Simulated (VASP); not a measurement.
Level of theory: SCAN meta-GGA, VASP's PBE PAW potentials (set 64) (plane waves; VASP).

The input files of a VASP run:

File KPOINTS:
```
Automatic mesh
0
Gamma
4 4 4
0 0 0
```

### POSCAR
```
CsSnI3
1.0
  6.0888277484   0.0000000000   0.0000000000
  0.0000000000   6.0888277484   0.0000000000
  0.0000000000   0.0000000000   6.0888277484
Cs Sn I
1 1 3
Cartesian
  0.0000000000   0.0000000000   0.0000000000
  3.0444138742   3.0444138742   3.0444138742
  3.0444138742   0.0000000000   3.0444138742
  0.0000000000   3.0444138742   3.0444138742
  3.0444138742   3.0444138742   0.0000000000
```

### INCAR
```
SYSTEM = CsSnI3
PREC = Accurate
ENCUT = 520
EDIFF = 1E-6
NELM = 100
ALGO = Normal
LREAL = .FALSE.
LASPH = .TRUE.
ISMEAR = 0
SIGMA = 0.05
METAGGA = SCAN
LMIXTAU = .TRUE.
LMAXMIX = 4
LWAVE = .FALSE.
LCHARG = .FALSE.
IBRION = 2
ISIF = 3
NSW = 60
EDIFFG = -0.02
```

POTCAR, in this order: Cs_sv Sn_d I (PBE.64 set). Program: vasp_std.

The run wrote:

### OSZICAR
```
       N       E                     dE             d eps       ncg     rms          rms(c)
DAV:   1     0.196734283126E+03    0.19673E+03   -0.18851E+04   520   0.159E+03
DAV:   2    -0.147597620649E+03   -0.34433E+03   -0.33647E+03   624   0.332E+02
DAV:   3    -0.194287932535E+03   -0.46690E+02   -0.46424E+02   628   0.132E+02
DAV:   4    -0.196182193937E+03   -0.18943E+01   -0.18898E+01   648   0.314E+01
DAV:   5    -0.196237493164E+03   -0.55299E-01   -0.53423E-01   814   0.508E+00    0.351E+00
DAV:   6    -0.192192888817E+03    0.40446E+01   -0.11326E+00   652   0.119E+01    0.322E+00
DAV:   7    -0.187711731134E+03    0.44812E+01   -0.11102E+00   574   0.609E+00    0.113E+00
DAV:   8    -0.188285922842E+03   -0.57419E+00   -0.40665E-01   610   0.443E+00    0.666E-01
DAV:   9    -0.188601861882E+03   -0.31594E+00   -0.22134E-01   554   0.400E+00    0.674E-01
DAV:  10    -0.188815631607E+03   -0.21377E+00   -0.43132E-01   520   0.676E+00    0.554E-01
DAV:  11    -0.188434063595E+03    0.38157E+00   -0.31875E-01   524   0.587E+00    0.241E-01
DAV:  12    -0.188621285107E+03   -0.18722E+00   -0.10694E-01   522   0.348E+00    0.169E-01
DAV:  13    -0.188618017703E+03    0.32674E-02   -0.34841E-03   656   0.485E-01    0.138E-01
DAV:  14    -0.188621850798E+03   -0.38331E-02   -0.16591E-03   554   0.433E-01    0.918E-02
DAV:  15    -0.188624195273E+03   -0.23445E-02   -0.79450E-03   528   0.865E-01    0.558E-02
DAV:  16    -0.188624331114E+03   -0.13584E-03   -0.54185E-04   560   0.205E-01    0.490E-02
DAV:  17    -0.188623929839E+03    0.40127E-03   -0.16745E-03   528   0.402E-01    0.377E-02
DAV:  18    -0.188624367051E+03   -0.43721E-03   -0.32032E-04   526   0.171E-01    0.230E-02
DAV:  19    -0.188624631739E+03   -0.26469E-03   -0.10909E-03   528   0.345E-01    0.108E-02
DAV:  20    -0.188624696347E+03   -0.64608E-04   -0.23976E-04   526   0.160E-01    0.159E-02
DAV:  21    -0.188624702826E+03   -0.64793E-05   -0.50560E-06   610   0.185E-02    0.140E-02
DAV:  22    -0.188624734817E+03   -0.31991E-04   -0.32739E-05   594   0.472E-02    0.132E-02
DAV:  23    -0.188624755885E+03   -0.21067E-04   -0.22605E-05   532   0.461E-02    0.133E-02
DAV:  24    -0.188624764964E+03   -0.90799E-05   -0.28944E-06   492   0.196E-02    0.766E-03
DAV:  25    -0.188624766629E+03   -0.16650E-05   -0.63440E-07   366   0.962E-03    0.685E-03
DAV:  26    -0.188624768244E+03   -0.16147E-05   -0.11740E-06   396   0.123E-02    0.361E-03
DAV:  27    -0.188624768273E+03   -0.28869E-07   -0.25362E-07   278   0.469E-03
   1 F= -.18862477E+03 E0= -.18862453E+03  d E =-.188625E+03
       N       E                     dE             d eps       ncg     rms          rms(c)
DAV:   1    -0.189307597908E+03   -0.68283E+00   -0.19056E+01   620   0.428E+01    0.476E+00
DAV:   2    -0.188842857867E+03    0.46474E+00   -0.10779E+00   576   0.103E+01    0.212E+00
DAV:   3    -0.188641003245E+03    0.20185E+00   -0.57524E-01   608   0.669E+00    0.735E-01
DAV:   4    -0.188669951958E+03   -0.28949E-01   -0.13395E-01   520   0.330E+00    0.484E-01
DAV:   5    -0.188640658088E+03    0.29294E-01   -0.11258E-01   520   0.320E+00    0.212E-01
DAV:   6    -0.188682028140E+03   -0.41370E-01   -0.61187E-02   520   0.230E+00    0.115E-01
DAV:   7    -0.188683010620E+03   -0.98248E-03   -0.42829E-03   536   0.623E-01    0.617E-02
DAV:   8    -0.188682376169E+03    0.63445E-03   -0.41471E-03   522   0.667E-01    0.229E-02
DAV:   9    -0.188682791677E+03   -0.41551E-03   -0.26377E-03   524   0.533E-01    0.155E-02
DAV:  10    -0.188682627879E+03    0.16380E-03   -0.86040E-04   528   0.272E-01    0.107E-02
DAV:  11    -0.188682628787E+03   -0.90857E-06   -0.55672E-05   532   0.737E-02    0.351E-03
DAV:  12    -0.188682625552E+03    0.32351E-05   -0.34169E-05   528   0.648E-02    0.128E-03
DAV:  13    -0.188682635037E+03   -0.94849E-05   -0.12793E-06   468   0.125E-02    0.517E-04
DAV:  14    -0.188682636985E+03   -0.19483E-05   -0.13762E-06   424   0.127E-02    0.474E-04
DAV:  15    -0.188682637499E+03   -0.51324E-06   -0.32322E-07   308   0.631E-03
   2 F= -.18868264E+03 E0= -.18868264E+03  d E =-.578692E-01
       N       E                     dE             d eps       ncg     rms          rms(c)
DAV:   1    -0.188729332785E+03   -0.46696E-01   -0.12641E+00   608   0.104E+01    0.126E+00
DAV:   2    -0.188694684191E+03    0.34649E-01   -0.72660E-02   576   0.268E+00    0.554E-01
DAV:   3    -0.188681496261E+03    0.13188E-01   -0.38239E-02   592   0.171E+00    0.208E-01
DAV:   4    -0.188683057111E+03   -0.15608E-02   -0.89207E-03   520   0.876E-01    0.120E-01
DAV:   5    -0.188681926809E+03    0.11303E-02   -0.68231E-03   520   0.799E-01    0.620E-02
DAV:   6    -0.188683910110E+03   -0.19833E-02   -0.24239E-03   520   0.444E-01    0.302E-02
DAV:   7    -0.188683994173E+03   -0.84064E-04   -0.20378E-04   532   0.137E-01    0.127E-02
DAV:   8    -0.188684017498E+03   -0.23325E-04   -0.19185E-04   524   0.148E-01    0.680E-03
DAV:   9    -0.188684023048E+03   -0.55491E-05   -0.14904E-04   524   0.129E-01    0.391E-03
DAV:  10    -0.188684017950E+03    0.50975E-05   -0.34713E-05   530   0.592E-02    0.231E-03
DAV:  11    -0.188684019228E+03   -0.12783E-05   -0.29809E-06   450   0.158E-02    0.108E-03
DAV:  12    -0.188684020161E+03   -0.93283E-06   -0.30953E-07   278   0.609E-03
   3 F= -.18868402E+03 E0= -.18868402E+03  d E =-.592519E-01
```

OUTCAR:
```
------------------------ aborting loop because EDIFF is reached ----------------------------------------
  FORCE on cell =-STRESS in cart. coord.  units (eV):
  Direction    XX          YY          ZZ          XY          YZ          ZX
  --------------------------------------------------------------------------------------
  Total       -0.0723903     -0.0723903     -0.0723903     -0.0000000      0.0000000     -0.0000000
  in kB       -0.4794947     -0.4794947     -0.4794947     -0.0000000      0.0000000     -0.0000000
  external PRESSURE =      -0.4794947 kB  Pullay stress =       0.0000000 kB
  volume of cell :      241.88
      direct lattice vectors                 reciprocal lattice vectors
     6.230683130  0.000000000 -0.000000000     0.160496045  0.000000000 -0.000000000
    -0.000000000  6.230683130 -0.000000000    -0.000000000  0.160496045 -0.000000000
     0.000000000  0.000000000  6.230683130     0.000000000  0.000000000  0.160496045
 POSITION                                       TOTAL-FORCE (eV/Angst)
 -----------------------------------------------------------------------------------
      0.00000      0.00000      0.00000        -0.000000     -0.000000      0.000000
      3.11534      3.11534      3.11534         0.000000      0.000000      0.000000
      3.11534      0.00000      3.11534        -0.000000     -0.000000      0.000000
      0.00000      3.11534      3.11534        -0.000000     -0.000000      0.000000
      3.11534      3.11534     -0.00000        -0.000000     -0.000000      0.000000
 -----------------------------------------------------------------------------------
    total drift:                                0.000000     -0.000000     -0.000000
  FREE ENERGIE OF THE ION-ELECTRON SYSTEM (eV)
  ---------------------------------------------------
  free  energy   TOTEN  =      -188.6840201612 eV

  energy  without entropy=     -188.6840201612  energy(sigma->0) =     -188.68402016

 reached required accuracy - stopping structural energy minimisation
```
(Selected blocks of OUTCAR.)

CONTCAR:
```
CsSnI3
   1.00000000000000
     6.2306831297551106    0.0000000000000000   -0.0000000000000000
    -0.0000000000000000    6.2306831297551106   -0.0000000000000000
     0.0000000000000000    0.0000000000000000    6.2306831297551106
  Cs              Sn              I
     1     1     3
Direct
     0.0000000000000000    0.0000000000000000    0.0000000000000000
     0.5000000000000000    0.5000000000000000    0.5000000000000000
     0.5000000000000000    0.0000000000000000    0.5000000000000000
     0.0000000000000000    0.5000000000000000    0.5000000000000000
     0.5000000000000000    0.5000000000000000    0.0000000000000000
```

Energy and stress use the plane-wave basis of the starting cell.

The compound is CsSnI3 in the cubic perovskite structure, the ideal cubic form; the compound distorts at low or room temperature. This run relaxes it. Symmetry was kept, so distortions that lower it aren't found. The start is the result of an earlier pass.
